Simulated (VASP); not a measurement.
These are PBE GGA, VASP's PBE PAW potentials (set 64) (plane waves; VASP 6.6.1) values and carry that method's errors.

Input for VASP

**INCAR**
```
SYSTEM  =  MgI2
PREC  =  Accurate; ENCUT  =  520; LREAL  =  .FALSE.
LASPH  =  .TRUE.
EDIFF  =  1E-7; NELM  =  100; ALGO  =  Normal
LMAXMIX  =  4
ISMEAR  =  0; SIGMA  =  0.05
GGA  =  PE
IBRION  =  2; NSW  =  30; ISIF  =  4
EDIFFG  =  -0.01
LWAVE  =  .FALSE.; LCHARG  =  .FALSE.
```

### KPOINTS
```
Automatic mesh
0
Gamma
 6 6 3
```

POSCAR:
```
MgI2
1.0
  2.1453743468  -3.7158969183   0.0000000000
  2.1453743468   3.7158969183   0.0000000000
  0.0000000000   0.0000000000   7.7177837782
Mg I
1 2
direct
  0.0000000000   0.0000000000   0.0000000000
  0.3333330000   0.6666670000   0.2206639329
  0.6666670000   0.3333330000   0.7793360671
```

POTCAR, in this order: Mg I (PBE.64 set). Program: vasp_std.

Output

### OSZICAR
```
...
DAV:   2    -0.118404935675E+01   -0.83667E+02   -0.78440E+02   620   0.148E+02
DAV:   3    -0.777624303530E+01   -0.65922E+01   -0.65676E+01   516   0.503E+01
DAV:   4    -0.791371556028E+01   -0.13747E+00   -0.13742E+00   520   0.897E+00
DAV:   5    -0.791659765137E+01   -0.28821E-02   -0.28819E-02   528   0.135E+00    0.350E+00
DAV:   6    -0.774419037986E+01    0.17241E+00   -0.19480E-01   444   0.241E+00    0.247E+00
DAV:   7    -0.770972666164E+01    0.34464E-01   -0.15600E-01   464   0.218E+00    0.829E-01
DAV:   8    -0.770805163891E+01    0.16750E-02   -0.10714E-02   472   0.643E-01    0.248E-01
DAV:   9    -0.770817987526E+01   -0.12824E-03   -0.12658E-03   508   0.261E-01    0.899E-02
DAV:  10    -0.770816653399E+01    0.13341E-04   -0.36741E-05   484   0.496E-02    0.499E-02
DAV:  11    -0.770817091340E+01   -0.43794E-05   -0.18021E-05   492   0.328E-02    0.212E-02
DAV:  12    -0.770817135577E+01   -0.44237E-06   -0.30025E-06   520   0.115E-02    0.121E-02
DAV:  13    -0.770817170864E+01   -0.35287E-06   -0.13380E-07   428   0.279E-03    0.352E-03
DAV:  14    -0.770817190394E+01   -0.19530E-06   -0.19414E-07   412   0.340E-03    0.430E-03
DAV:  15    -0.770817181529E+01    0.88654E-07   -0.17121E-08   276   0.995E-04
   1 F= -.77081718E+01 E0= -.77081718E+01  d E =-.770817E+01
       N       E                     dE             d eps       ncg     rms          rms(c)
DAV:   1    -0.771413134521E+01   -0.59594E-02   -0.27801E-01   412   0.305E+00    0.212E-01
DAV:   2    -0.771495854828E+01   -0.82720E-03   -0.10577E-02   492   0.711E-01    0.728E-02
DAV:   3    -0.771488822740E+01    0.70321E-04   -0.14956E-04   480   0.109E-01    0.554E-02
DAV:   4    -0.771484595312E+01    0.42274E-04   -0.10977E-04   480   0.679E-02    0.245E-02
DAV:   5    -0.771484754340E+01   -0.15903E-05   -0.19411E-05   484   0.271E-02    0.522E-03
DAV:   6    -0.771484791348E+01   -0.37008E-06   -0.12382E-06   480   0.788E-03    0.412E-03
DAV:   7    -0.771484816479E+01   -0.25131E-06   -0.36446E-07   440   0.504E-03    0.680E-04
DAV:   8    -0.771484818950E+01   -0.24709E-07   -0.40451E-08   320   0.161E-03
   2 F= -.77148482E+01 E0= -.77148482E+01  d E =-.667637E-02
       N       E                     dE             d eps       ncg     rms          rms(c)
DAV:   1    -0.772186397270E+01   -0.70158E-02   -0.24992E+00   412   0.916E+00    0.616E-01
DAV:   2    -0.772922680834E+01   -0.73628E-02   -0.93771E-02   480   0.212E+00    0.200E-01
DAV:   3    -0.772860599593E+01    0.62081E-03   -0.13522E-03   480   0.327E-01    0.151E-01
DAV:   4    -0.772820890973E+01    0.39709E-03   -0.97766E-04   484   0.202E-01    0.679E-02
DAV:   5    -0.772821612586E+01   -0.72161E-05   -0.16717E-04   484   0.796E-02    0.154E-02
DAV:   6    -0.772821702545E+01   -0.89959E-06   -0.10328E-05   488   0.228E-02    0.117E-02
DAV:   7    -0.772821894011E+01   -0.19147E-05   -0.31241E-06   428   0.147E-02    0.194E-03
DAV:   8    -0.772821929384E+01   -0.35374E-06   -0.41833E-07   476   0.507E-03    0.164E-03
DAV:   9    -0.772821930413E+01   -0.10287E-07   -0.16495E-07   364   0.354E-03
   3 F= -.77282193E+01 E0= -.77282193E+01  d E =-.200475E-01
       N       E                     dE             d eps       ncg     rms          rms(c)
DAV:   1    -0.769648201310E+01    0.31737E-01   -0.99893E+00   412   0.184E+01    0.119E+00
DAV:   2    -0.772584073086E+01   -0.29359E-01   -0.37128E-01   484   0.424E+00    0.344E-01
DAV:   3    -0.772345530088E+01    0.23854E-02   -0.55931E-03   484   0.662E-01    0.259E-01
DAV:   4    -0.772185963092E+01    0.15957E-02   -0.38334E-03   476   0.395E-01    0.120E-01
DAV:   5    -0.772187220431E+01   -0.12573E-04   -0.61880E-04   480   0.153E-01    0.312E-02
DAV:   6    -0.772187298570E+01   -0.78139E-06   -0.38782E-05   480   0.448E-02    0.218E-02
DAV:   7    -0.772188053540E+01   -0.75497E-05   -0.12075E-05   420   0.280E-02    0.427E-03
DAV:   8    -0.772188248660E+01   -0.19512E-05   -0.17546E-06   452   0.110E-02    0.422E-03
DAV:   9    -0.772188268702E+01   -0.20042E-06   -0.83434E-07   412   0.798E-03    0.249E-03
DAV:  10    -0.772188267102E+01    0.15998E-07   -0.40400E-08   372   0.159E-03
   4 F= -.77218827E+01 E0= -.77218827E+01  d E =-.137109E-01
       N       E                     dE             d eps       ncg     rms          rms(c)
DAV:   1    -0.772013483856E+01    0.17478E-02   -0.42502E+00   408   0.118E+01    0.925E-01
DAV:   2    -0.773316690034E+01   -0.13032E-01   -0.16812E-01   484   0.280E+00    0.327E-01
DAV:   3    -0.773197591844E+01    0.11910E-02   -0.25005E-03   484   0.440E-01    0.256E-01
DAV:   4    -0.773123933884E+01    0.73658E-03   -0.18478E-03   480   0.278E-01    0.107E-01
DAV:   5    -0.773123761000E+01    0.17288E-05   -0.32030E-04   472   0.111E-01    0.237E-02
DAV:   6    -0.773123107324E+01    0.65368E-05   -0.24505E-05   488   0.344E-02    0.181E-02
DAV:   7    -0.773123249835E+01   -0.14251E-05   -0.72102E-06   432   0.225E-02    0.527E-03
DAV:   8    -0.773123336021E+01   -0.86186E-06   -0.10857E-06   456   0.781E-03    0.172E-03
DAV:   9    -0.773123364695E+01   -0.28674E-06   -0.27287E-07   424   0.459E-03    0.420E-04
DAV:  10    -0.773123366685E+01   -0.19903E-07   -0.17742E-08   284   0.928E-04
   5 F= -.77312337E+01 E0= -.77312337E+01  d E =-.230619E-01
       N       E                     dE             d eps       ncg     rms          rms(c)
DAV:   1    -0.775094579301E+01   -0.19712E-01   -0.99438E-01   408   0.538E+00    0.623E-01
DAV:   2    -0.774269116821E+01    0.82546E-02   -0.24732E-02   452   0.119E+00    0.271E-01
DAV:   3    -0.773784098497E+01    0.48502E-02   -0.44594E-03   496   0.427E-01    0.141E-01
DAV:   4    -0.773662099351E+01    0.12200E-02   -0.33831E-03   488   0.344E-01    0.448E-02
DAV:   5    -0.773668577925E+01   -0.64786E-04   -0.27424E-04   440   0.109E-01    0.346E-02
DAV:   6    -0.773668748280E+01   -0.17035E-05   -0.18438E-05   472   0.284E-02    0.197E-02
DAV:   7    -0.773669713073E+01   -0.96479E-05   -0.19322E-05   408   0.367E-02    0.383E-03
DAV:   8    -0.773669705114E+01    0.79592E-07   -0.45163E-07   512   0.515E-03
   6 F= -.77366971E+01 E0= -.77366971E+01  d E =-.546338E-02
       N       E                     dE             d eps       ncg     rms          rms(c)
DAV:   1    -0.776772252033E+01   -0.31025E-01   -0.20055E+00   408   0.765E+00    0.895E-01
DAV:   2    -0.775091304901E+01    0.16809E-01   -0.49741E-02   452   0.168E+00    0.384E-01
DAV:   3    -0.774101122465E+01    0.99018E-02   -0.87674E-03   488   0.599E-01    0.200E-01
DAV:   4    -0.773832682377E+01    0.26844E-02   -0.71774E-03   492   0.501E-01    0.670E-02
DAV:   5    -0.773846001316E+01   -0.13319E-03   -0.58286E-04   432   0.159E-01    0.506E-02
DAV:   6    -0.773846207923E+01   -0.20661E-05   -0.36787E-05   492   0.402E-02    0.297E-02
DAV:   7    -0.773848118692E+01   -0.19108E-04   -0.41032E-05   408   0.533E-02    0.529E-03
DAV:   8    -0.773848117675E+01    0.10175E-07   -0.92123E-07   516   0.742E-03
   7 F= -.77384812E+01 E0= -.77384812E+01  d E =-.724751E-02
       N       E                     dE             d eps       ncg     rms          rms(c)
DAV:   1    -0.774047027794E+01   -0.19891E-02   -0.12044E-01   408   0.187E+00    0.214E-01
DAV:   2    -0.773946060420E+01    0.10097E-02   -0.30464E-03   452   0.417E-01    0.941E-02
DAV:   3    -0.773884731278E+01    0.61329E-03   -0.60026E-04   496   0.157E-01    0.482E-02
DAV:   4    -0.773870789323E+01    0.13942E-03   -0.39144E-04   488   0.117E-01    0.147E-02
DAV:   5    -0.773871205609E+01   -0.41629E-05   -0.30421E-05   436   0.365E-02    0.119E-02
DAV:   6    -0.773871216963E+01   -0.11353E-06   -0.24097E-06   500   0.104E-02    0.641E-03
DAV:   7    -0.773871324416E+01   -0.10745E-05   -0.20636E-06   408   0.122E-02    0.116E-03
DAV:   8    -0.773871324251E+01    0.16468E-08   -0.54671E-08   332   0.184E-03
   8 F= -.77387132E+01 E0= -.77387132E+01  d E =-.747958E-02
```

### OUTCAR
```
------------------------ aborting loop because EDIFF is reached ----------------------------------------
  FORCE on cell =-STRESS in cart. coord.  units (eV):
  Direction    XX          YY          ZZ          XY          YZ          ZX
  --------------------------------------------------------------------------------------
  Total       -0.0144979     -0.0144979     -0.0158904      0.0000000      0.0000000     -0.0000000
  in kB       -0.1887668     -0.1887668     -0.2068973      0.0000000      0.0000000     -0.0000000
  external PRESSURE =      -0.1948103 kB  Pullay stress =       0.0000000 kB
  volume of cell :      123.05
      direct lattice vectors                 reciprocal lattice vectors
     2.102876156 -3.642288044 -0.000000000     0.237769589 -0.137276348 -0.000000000
     2.102876156  3.642288044  0.000000000     0.237769589  0.137276348  0.000000000
     0.000000000 -0.000000000  8.032881557     0.000000000 -0.000000000  0.124488329
 POSITION                                       TOTAL-FORCE (eV/Angst)
 -----------------------------------------------------------------------------------
      0.00000      0.00000     -0.00000        -0.000000     -0.000000      0.000000
      2.10288      1.21410      1.67150         0.000000      0.000000      0.001409
      2.10288     -1.21410      6.36138        -0.000000     -0.000000     -0.001409
 -----------------------------------------------------------------------------------
    total drift:                               -0.000000     -0.000000      0.000000
  FREE ENERGIE OF THE ION-ELECTRON SYSTEM (eV)
  ---------------------------------------------------
  free  energy   TOTEN  =        -7.7387132425 eV

  energy  without entropy=       -7.7387132425  energy(sigma->0) =       -7.73871324

 reached required accuracy - stopping structural energy minimisation
```
(Selected blocks of OUTCAR.)

**CONTCAR**
```
MgI2
   1.00000000000000
     2.1028761555678943   -3.6422880444372487   -0.0000000000000000
     2.1028761555678943    3.6422880444372487    0.0000000000000000
     0.0000000000000000   -0.0000000000000001    8.0328815566503096
  Mg              I
     1     2
Direct
     0.0000000000000000    0.0000000000000000    0.0000000000000000
     0.3333330000000032    0.6666669999999968    0.2080827204048157
     0.6666669999999968    0.3333330000000032    0.7919172795951843
```

Without a dispersion term in the relaxation, distances and binding between the weakly bound layers, chains or molecules are unreliable, and so is what depends on them.

The compound is MgI2 in the 1T layered structure. This cell is one point of a volume scan, at 1.06 of the reference volume. Symmetry was kept, so distortions that lower it aren't found.
